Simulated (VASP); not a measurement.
Data:

```
CELL_PARAMETERS angstrom
      1.85312    -3.20971     0.00000
      1.85312     3.20971     0.00000
      0.00000     0.00000     4.87127
ATOMIC_POSITIONS crystal
  Pt 0.00000 0.00000 0.00000
  Se 0.33333 0.66667 0.26035
  Se 0.66667 0.33333 0.73965
```

These are rev-vdW-DF2, VASP's PBE PAW potentials (set 64) (plane waves; VASP) values and carry that method's errors. Run with 520 eV cut-off, 9×9×6 Γ-centred mesh, first-order Methfessel-Paxton smearing of 0.10 eV, potentials Pt Se.

Problem. The ions and cell shape at fixed volume are relaxed. Which structure does the run end with?

Solution. 
```
CELL_PARAMETERS angstrom
      1.87996    -3.25618     0.00000
      1.87996     3.25618     0.00000
      0.00000     0.00000     4.73321
ATOMIC_POSITIONS crystal
  Pt 0.00000 0.00000 0.00000
  Se 0.33333 0.66667 0.27142
  Se 0.66667 0.33333 0.72858
```
Space group P-3m1 (164), at a tolerance of 0.03 Å.

Problem. How much energy does the relaxation gain?

Solution. The energy (σ→0) changes by -17.2 meV/atom, in 6 ionic steps.

The compound is PtSe2 in the 1T layered structure. This cell is one point of a volume scan, at 0.94 of the reference volume. Symmetry was kept, so distortions that lower it aren't found.
